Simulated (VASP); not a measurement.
## LiHgS: relaxation of the atoms with PBEsol

Crystal: LiHgS.

```
Li Hg S
1.0
     3.49639    0.00000    0.00000
     0.00000    3.49639    0.00000
     0.00000    0.00000    6.23433
Li Hg S
1 1 1
Direct
  0.50000 0.50000 0.50000
  0.00000 0.00000 0.00000
  0.00000 0.00000 0.50000
```

The cell was built by a generator and needn't be a form met in nature.

```json
{
 "Program": "VASP 6.6.1",
 "Task": "relaxation of the atoms",
 "Functional": "PBEsol",
 "Potentials or basis": "VASP PAW PBE potentials, release 64 (Li_sv, Hg, S)",
 "Cutoff": "520 eV",
 "k mesh": "8 × 8 × 5",
 "Occupations": "gaussian, width 0.05 eV",
 "Spin": "no spin polarisation",
 "Further INCAR settings": "ALGO = Fast; EDIFF = 1e-06; IBRION = 2; EDIFFG = -0.02; NSW = 60"
}
```

| Item | Value |
| --- | --- |
| Band gap on the k mesh | none (metal or under the smearing width) |

Final structure:
```cif
data_structure
_symmetry_space_group_name_H-M 'P 1'
_symmetry_Int_Tables_number 1
_cell_length_a 3.4964
_cell_length_b 3.4964
_cell_length_c 6.2343
_cell_angle_alpha 90.000
_cell_angle_beta 90.000
_cell_angle_gamma 90.000
_cell_volume 76.21
loop_
_atom_site_label
_atom_site_type_symbol
_atom_site_fract_x
_atom_site_fract_y
_atom_site_fract_z
_atom_site_occupancy
Li1 Li 0.50000 0.50000 0.50000 1
Hg1 Hg 0.00000 0.00000 0.00000 1
S1 S 0.00000 0.00000 0.50000 1
```

Levels at points of the mesh, in eV from the Fermi level:
```csv
k point,band 7,band 8,band 9,band 10,band 11,band 12,band 13,band 14
"(0.00, 0.00, 0.00)",-5.56,-4.19,-2.75,-0.27,-0.27,5.13,6.31,7.53
"(0.50, 0.00, 0.00)",-5.49,-3.00,-2.01,-1.80,0.36,1.24,4.50,6.89
"(0.50, 0.50, 0.00)",-5.31,-2.80,-2.80,-1.13,0.04,3.18,3.18,5.31
```

It took 49 s on 1 thread of Intel(R) Xeon(R) Platinum 8259CL CPU @ 2.50GHz (Skylake/Cascade Lake), on a shared host, peak memory 0.22 GiB.

Caveat: the relaxation stopped at its first step, so nothing moved. The run has no spin-orbit coupling, so splittings on Hg are missing.
